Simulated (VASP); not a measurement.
A VASP calculation is set up with these files.

**INCAR**
```
LMAXMIX = 4   # l cut-off of mixed one-centre charges
LORBIT = 11   # lm-projected
MAGMOM = 2*4.0 4*0.0
ENCUT = 300
LCHARG = .False.
ISPIN = 2
PREC = Accurate
SYSTEM = FeSe2
ISMEAR = 0   # Gaussian
LWAVE = .False.
NELM = 100   # most electronic steps
LREAL = .False.
GGA = PS   # PBEsol
SIGMA = 0.1   # width (eV)
EDIFF = 1E-6   # SCF stop (eV)
ALGO = Normal   # blocked Davidson
ISIF = 2
LASPH = .True.
```

KPOINTS:
```
Automatic mesh
0
Gamma
3 2 3
0 0 0
```

POSCAR:
```
FeSe2
11.5620
  0.4154990486   0.0000000000   0.0000000000
  0.0000000000   0.5000000000   0.0000000000
  0.0000000000   0.0000000000   0.3097820446
Fe Se
2 4
Cartesian
  0.0000000000   0.0000000000   0.0000000000
  0.2077495243   0.2500000000   0.1548910223
  0.0887090469   0.1846000000   0.0000000000
  0.3267900017   0.3154000000   0.0000000000
  0.2964585712   0.0654000000   0.1548910223
  0.1190404774   0.4346000000   0.1548910223
```

POTCAR, in this order: Fe Se (PBE.64 set). Program: vasp_std.

Task: Write an equivalent input for Quantum ESPRESSO's pw.x.

Result: One equivalent input (not run):
```
&CONTROL
  calculation = 'scf'
  pseudo_dir = './pseudo'
  outdir = './out'
  tprnfor = .true.
  tstress = .true.
/
&SYSTEM
  ibrav = 0
  nat = 6
  ntyp = 2
  ecutwfc = 90
  occupations = 'smearing'
  smearing = 'gaussian'
  degauss = 0.00735
  input_dft = 'pbesol'
  nspin = 2
  starting_magnetization(1) = 0.4
/
&ELECTRONS
  conv_thr = 7.3e-08
  electron_maxstep = 100
/
ATOMIC_SPECIES
  Fe 55.845 Fe.upf
  Se 78.971 Se.upf
CELL_PARAMETERS angstrom
     4.8040000    0.0000000    0.0000000
     0.0000000    5.7810000    0.0000000
     0.0000000    0.0000000    3.5817000
ATOMIC_POSITIONS crystal
  Fe   0.0000000  0.0000000  0.0000000
  Fe   0.5000000  0.5000000  0.5000000
  Se   0.2135000  0.3692000  0.0000000
  Se   0.7865000  0.6308000  0.0000000
  Se   0.7135000  0.1308000  0.5000000
  Se   0.2865000  0.8692000  0.5000000
K_POINTS automatic
  3 2 3 0 0 0
```
The two are equivalent in intent, not identical: the potentials are each code's own (VASP's PAW set, PseudoDojo norm-conserving files in pw.x), so ENCUT and ecutwfc are chosen apart and not converted; conv_thr bounds pw.x's estimated SCF error, while EDIFF bounds the energy change between steps; starting_magnetization is a fraction of the valence charge and MAGMOM a moment in μB, so they match only roughly.

The structure comes from a measured FeSe2 entry of the Crystallography Open Database, whose conditions weren't checked. The cell was not relaxed at this level. The k-mesh is coarse (spacing up to 0.58 per Å, 2π included), so the numbers may not be converged in it.
